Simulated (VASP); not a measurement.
```
CELL_PARAMETERS angstrom
      0.00000     2.18572     2.18572
      2.18572     0.00000     2.18572
      2.18572     2.18572     0.00000
ATOMIC_POSITIONS crystal
  Be 0.25000 0.25000 0.25000
  Be 0.75000 0.75000 0.75000
  C  0.00000 0.00000 0.00000
```

All values below come from rev-vdW-DF2, VASP's PBE PAW potentials (set 64) (plane waves; VASP). Settings: 520 eV cut-off, 9×9×9 Γ-centred mesh, Gaussian smearing of 0.050 eV, potentials Be C.

Problem. The job: Be$_{2}$C (antifluorite), 3 atoms, rev-vdW-DF2, static run, 520 eV, 9×9×9 Γ-centred mesh. Roughly how much core time does it take on a busy server core?

Solution. About 10 core-seconds (one run on a shared machine, a rough figure). It had 35 irreducible k-points, 8 bands, up to 571 plane waves and 13 electronic steps.

The compound is Be2C in the antifluorite structure. This cell is one point of a volume scan, at 1.03 of the reference volume.
